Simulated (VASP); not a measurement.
```xyz
2
Lattice="0.0000 3.2300 3.2300 3.2300 0.0000 3.2300 3.2300 3.2300 0.0000" Properties=species:S:1:pos:R:3 pbc="T T T"
Te     3.2300     3.2300     3.2300
Pb     0.0000     0.0000     0.0000
```

The base run (VASP): PBE GGA, plane waves, VASP's PBE PAW potentials (set 64). Numerical set-up: 400 eV cut-off, 7×7×7 Γ-centred mesh, Gaussian smearing of 0.050 eV, potentials Te Pb_d.

One setting is varied; ΔE counts from the base run. The base run took about 10 core-seconds. Costs are core time on shared hosts, one run each; read them as rough ratios.

```tsv
setting	cost over the base run	electronic steps	ΔE (meV/atom)
AMIX = 1.0, BMIX = 3.0, IMIX = 4	within a factor of 2	11	0.0
base run	reference	12	0.0
AMIX = 0.6, BMIX = 1.0, IMIX = 1	within a factor of 2	14	0.0
AMIX = 1.0, BMIX = 3.0, IMIX = 1	within a factor of 2	17	0.0
AMIX = 0.2, BMIX = 0.0001, IMIX = 1	about 2 times	28	0.0
AMIX = 1.0, BMIX = 1.0, IMIX = 1	?	?	0.0
```

Q: What belongs in the gaps?

A: 
- AMIX = 1.0, BMIX = 1.0, IMIX = 1, cost over the base run: about 3 times
- AMIX = 1.0, BMIX = 1.0, IMIX = 1, electronic steps: 34

Left out are runs that failed, have no time on record or changed the cell.

The compound is PbTe in the rock salt structure. The cell was not relaxed at this level.
